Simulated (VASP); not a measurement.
# CdSe: the band gap, functional by functional, part 3 of 3

How does the band gap of CdSe depend on the functional? The starting structure is a cell with measured lattice constants from the literature and the atomic positions of a computed structure of the Materials Project. Cell and atoms stay as given. Meshes and data sets differ where the inputs say so.

VASP 6.6.1.

Results so far: LDA 0.389 eV; PBE 0.636 eV; r2SCAN 1.117 eV; TB-mBJ 1.986 eV; LDA + spin-orbit coupling 0.267 eV; r2SCAN + spin-orbit coupling 1.000 eV; TB-mBJ + spin-orbit coupling 1.874 eV.

### 9. Bands with HSE06

Level of this step: HSE06; plane waves and PAW (Cd, Se) (VASP).

HSE06 mixes in a quarter of exact exchange at short range, at far higher cost; in semiconductors this cures much of the gap error, while metals seldom gain. This run uses a 4×4×4 mesh. Its starting orbitals come from a semilocal run on the same mesh, not shown.

INCAR

```
SYSTEM = CdSe
PREC = Accurate
ENCUT = 350
EDIFF = 1E-06
NELM = 100
ISMEAR = 0
SIGMA = 0.03
LREAL = .FALSE.
ALGO = Normal
LHFCALC = .TRUE.
AEXX = 0.25
GGA = PE
HFSCREEN = 0.2
LASPH = .TRUE.
NBANDS = 15
PRECFOCK = Fast
LORBIT = 11
LWAVE = .FALSE.
LCHARG = .FALSE.
KPAR = 4
```

POSCAR

```
CdSe
1.0
    0.0000000000      3.0250000000      3.0250000000
    3.0250000000      0.0000000000      3.0250000000
    3.0250000000      3.0250000000      0.0000000000
Cd Se
1 1
Direct
    0.0000000000      0.0000000000      0.0000000000
    0.2500000000      0.2500000000      0.2500000000
```

KPOINTS

```
Automatic mesh
0
Gamma
4 4 4
0 0 0
```

KPOINTS_OPT

```
Line mode
10
Line-mode
Reciprocal
  0.00000000   0.00000000   0.00000000 GAMMA
  0.50000000   0.00000000   0.50000000 X

  0.50000000   0.00000000   0.50000000 X
  0.50000000   0.25000000   0.75000000 W

  0.50000000   0.25000000   0.75000000 W
  0.37500000   0.37500000   0.75000000 K

  0.37500000   0.37500000   0.75000000 K
  0.00000000   0.00000000   0.00000000 GAMMA

  0.00000000   0.00000000   0.00000000 GAMMA
  0.50000000   0.50000000   0.50000000 L

  0.50000000   0.50000000   0.50000000 L
  0.62500000   0.25000000   0.62500000 U

  0.62500000   0.25000000   0.62500000 U
  0.50000000   0.25000000   0.75000000 W

  0.50000000   0.25000000   0.75000000 W
  0.50000000   0.50000000   0.50000000 L

  0.50000000   0.50000000   0.50000000 L
  0.37500000   0.37500000   0.75000000 K

  0.62500000   0.25000000   0.62500000 U
  0.50000000   0.00000000   0.50000000 X
```

PAW data sets: Cd and Se (PBE family, release 64).

Launch:

```
$ mpirun -np 4 vasp_std
```

Numbers of over 12 decimals in the logs are rounded to 6 here.

The log of the run:

```text
[banner, memory and clock lines left out]
running    4 mpi-ranks, on    1 nodes
[...]
LDA part: xc-table for (Slater+PW92), standard interpolation
 found WAVECAR, reading the header
 POSCAR, INCAR and KPOINTS ok, starting setup
[...]
reading WAVECAR
 the WAVECAR file was read successfully
 initial charge from wavefunction
 entering main loop
       N       E                     dE             d eps       ncg     rms          rms(c)
DAV:   1    -0.681248663738E+01   -0.68125E+01   -0.11189E+00   247   0.117E+01    0.328E+00
DAV:   2    -0.680306300439E+01    0.94236E-02   -0.86252E-02   261   0.408E+00    0.168E+00
DAV:   3    -0.679691756500E+01    0.61454E-02   -0.14631E-02   282   0.150E+00    0.987E-01
DAV:   4    -0.679597195610E+01    0.94561E-03   -0.18960E-03   247   0.417E-01    0.596E-01
DAV:   5    -0.679578420593E+01    0.18775E-03   -0.29284E-04   240   0.131E-01    0.353E-01
DAV:   6    -0.679573176038E+01    0.52446E-04   -0.42280E-05   254   0.510E-02    0.206E-01
DAV:   7    -0.679571308910E+01    0.18671E-04   -0.81602E-06   247   0.234E-02    0.118E-01
DAV:   8    -0.679570766897E+01    0.54201E-05   -0.39954E-06   240   0.148E-02    0.669E-02
DAV:   9    -0.679570677953E+01    0.88943E-06   -0.16549E-06   247   0.914E-03
   1 F= -.67957068E+01 E0= -.67957068E+01  d E =-.309282E-22
 Start KPOINTS_OPT (optional k-point list driver)
k-point batch [1-8\100]
       N       E                     dE             ncg
DAV:   1     0.737963177465E+02   -0.21124E+04      240
DAV:   2    -0.873279993108E+03   -0.94708E+03      289
DAV:   3    -0.923533109024E+03   -0.50253E+02      261
DAV:   4    -0.924029158068E+03   -0.49605E+00      303
DAV:   5    -0.924031240509E+03   -0.20824E-02      296
DAV:   6    -0.924031257531E+03   -0.17022E-04      289
DAV:   7    -0.924031257759E+03   -0.22818E-06      218
[...]
k-point batch [97-100\100]
       N       E                     dE             ncg
DAV:   1     0.180906938162E+04   -0.20795E+04      128
DAV:   2     0.140548366636E+04   -0.40359E+03      141
DAV:   3     0.138794135022E+04   -0.17542E+02      169
DAV:   4     0.138775703433E+04   -0.18432E+00      162
DAV:   5     0.138775623153E+04   -0.80279E-03      155
DAV:   6     0.138775622751E+04   -0.40228E-05      148
DAV:   7     0.138775622748E+04   -0.36183E-07      116
```

It took 3.6 min on 4 MPI ranks of Intel Xeon Platinum 8259CL at 2.50GHz (Skylake/Cascade Lake), shared host; peak memory 1 GiB.

From OUTCAR (step 9):

```text
 POSITION                                       TOTAL-FORCE (eV/Angst)
 -----------------------------------------------------------------------------------
      0.00000      0.00000      0.00000         0.000000      0.000000      0.000000
      1.51250      1.51250      1.51250        -0.000000     -0.000000     -0.000000
 -----------------------------------------------------------------------------------
    total drift:                                0.000159      0.000202      0.000107

  FREE ENERGIE OF THE ION-ELECTRON SYSTEM (eV)
  ---------------------------------------------------
  free  energy   TOTEN  =        -6.7957067795 eV

  energy  without entropy=       -6.7957067795  energy(sigma->0) =       -6.79570678

[... 1 part as in an earlier step ...]

[... 2 further parts left out ...]
[key lines of the parts left out:]
E-fermi :   0.6724
```

HSE06 gives a direct gap of 1.621 eV. The least gap is +1.232 eV from that of LDA, on another mesh, which alone can move a gap by some hundredths of an eV.

### 10. Bands with PBE0

PBE0 keeps a quarter of exact exchange at all ranges; it tends to overshoot small gaps. This run uses a 4×4×4 mesh. It starts from the orbitals of an earlier run, not shown.

Changes to INCAR since step 9:

```diff
@@ -12,3 +12,2 @@
 GGA = PE
-HFSCREEN = 0.2
 LASPH = .TRUE.
@@ -16,2 +15,3 @@
 PRECFOCK = Fast
+HFRCUT = -1
 LORBIT = 11
```

POSCAR is that of step 9.

KPOINTS is that of step 9.

KPOINTS_OPT is that of step 9.

Launch:

```
$ mpirun -np 4 vasp_std
```

The log of the run:

```text
[banner, memory and clock lines left out]
running    4 mpi-ranks, on    1 nodes
[...]
LDA part: xc-table for (Slater+PW92), standard interpolation
 found WAVECAR, reading the header
 POSCAR, INCAR and KPOINTS ok, starting setup
[...]
HFRCUT set to (new)   9.457271
 reading WAVECAR
 the WAVECAR file was read successfully
 initial charge from wavefunction
 entering main loop
       N       E                     dE             d eps       ncg     rms          rms(c)
DAV:   1    -0.732777846368E+01   -0.73278E+01   -0.10680E+00   240   0.114E+01    0.315E+00
DAV:   2    -0.732695041157E+01    0.82805E-03   -0.80938E-02   261   0.385E+00    0.168E+00
DAV:   3    -0.732094703621E+01    0.60034E-02   -0.14729E-02   282   0.152E+00    0.994E-01
DAV:   4    -0.731985361966E+01    0.10934E-02   -0.20805E-03   268   0.446E-01    0.599E-01
[...]
DAV:   8    -0.731956605820E+01    0.63725E-05   -0.41910E-06   240   0.150E-02    0.691E-02
DAV:   9    -0.731956469692E+01    0.13613E-05   -0.18639E-06   247   0.937E-03    0.394E-02
DAV:  10    -0.731956466236E+01    0.34556E-07   -0.68007E-07   176   0.576E-03
   1 F= -.73195647E+01 E0= -.73195647E+01  d E =-.423830E-22
 Start KPOINTS_OPT (optional k-point list driver)
k-point batch [1-8\100]
       N       E                     dE             ncg
DAV:   1     0.484603140547E+02   -0.21378E+04      240
DAV:   2    -0.928144947780E+03   -0.97661E+03      282
DAV:   3    -0.979748154732E+03   -0.51603E+02      261
DAV:   4    -0.980258836143E+03   -0.51068E+00      303
DAV:   5    -0.980261072309E+03   -0.22362E-02      303
DAV:   6    -0.980261091471E+03   -0.19162E-04      282
DAV:   7    -0.980261091739E+03   -0.26805E-06      233
[...]
k-point batch [97-100\100]
       N       E                     dE             ncg
DAV:   1     0.179117330974E+04   -0.20974E+04      128
DAV:   2     0.137666682377E+04   -0.41451E+03      141
DAV:   3     0.135908307269E+04   -0.17584E+02      169
DAV:   4     0.135890255078E+04   -0.18052E+00      162
DAV:   5     0.135890174394E+04   -0.80684E-03      155
DAV:   6     0.135890173973E+04   -0.42066E-05      148
DAV:   7     0.135890173969E+04   -0.39137E-07      116
```

The job ended after 3.5 min (4 MPI ranks; peak memory 0.67 GiB; 14 min of CPU time).

From OUTCAR (step 10):

```text
 POSITION                                       TOTAL-FORCE (eV/Angst)
 -----------------------------------------------------------------------------------
      0.00000      0.00000      0.00000        -0.000000      0.000000     -0.000000
      1.51250      1.51250      1.51250         0.000000     -0.000000      0.000000
 -----------------------------------------------------------------------------------
    total drift:                                0.000080      0.000125      0.000062

  FREE ENERGIE OF THE ION-ELECTRON SYSTEM (eV)
  ---------------------------------------------------
  free  energy   TOTEN  =        -7.3195646624 eV

  energy  without entropy=       -7.3195646624  energy(sigma->0) =       -7.31956466

[... 2 parts as in an earlier step ...]

[... 1 further part left out ...]
[key lines of the parts left out:]
E-fermi :   0.3230
```

PBE0 gives a direct gap of 2.267 eV. The least gap is +1.879 eV from that of LDA, on another mesh, which alone can move a gap by some hundredths of an eV.

### 11. All runs side by side

| level | gap (eV) | least direct gap (eV) | mesh | core minutes |
| --- | --- | --- | --- | --- |
| LDA | 0.389 | 0.389 | 6×6×6 | 0.653 |
| PBE | 0.636 | 0.636 | 6×6×6 | 0.693 |
| r2SCAN | 1.117 | 1.117 | 6×6×6 | 2.53 |
| TB-mBJ | 1.986 | 1.986 | 6×6×6 | 2.0 |
| LDA + spin-orbit coupling | 0.267 | 0.267 | 6×6×6 | 2.4 |
| r2SCAN + spin-orbit coupling | 1.0 | 1.0 | 6×6×6 | 11.7 |
| TB-mBJ + spin-orbit coupling | 1.874 | 1.874 | 6×6×6 | 7.87 |
| HSE06 | 1.621 | 1.621 | 4×4×4 | 14.5 |
| PBE0 | 2.267 | 2.267 | 4×4×4 | 14.1 |

Core minutes are wall time times ranks of the run shown, on a shared host.

### 12. Outcome

```json
{
  "gap, LDA": "0.389 eV",
  "gap, PBE": "0.636 eV",
  "gap, r2SCAN": "1.117 eV",
  "gap, TB-mBJ": "1.986 eV",
  "gap, LDA + spin-orbit coupling": "0.267 eV",
  "gap, r2SCAN + spin-orbit coupling": "1.000 eV",
  "gap, TB-mBJ + spin-orbit coupling": "1.874 eV",
  "gap, HSE06": "1.621 eV",
  "gap, PBE0": "2.267 eV"
}
```

**Reading.** Without spin-orbit coupling the gap of CdSe runs from 0.389 eV (LDA) to 2.267 eV (PBE0). HSE06 gives +0.98 eV from PBE, on another mesh, which alone can move a gap by some hundredths of an eV. TB-mBJ lies +0.37 eV from HSE06, on another mesh, which alone can move a gap by some hundredths of an eV. Spin-orbit coupling changes the LDA gap by -0.122 eV. Spin-orbit coupling changes the r2SCAN gap by -0.117 eV. Spin-orbit coupling changes the TB-mBJ gap by -0.112 eV. These are gaps between Kohn-Sham or generalised Kohn-Sham levels of a static lattice, without excitons or temperature. Further runs on this material are not shown.

[Lines on the potential files, build, host, timing and source positions are cut from VASP's logs without a mark.]

[Logs are printed without paths, hosts, clocks, repeated set-up lines and the standing remarks that a program may print on its own settings, such as how far it seeks lower states.]

[Hosts, paths, dates, database ids (printed as entryN), source tags and the programs' standing remarks are cut or masked in the printed files.]
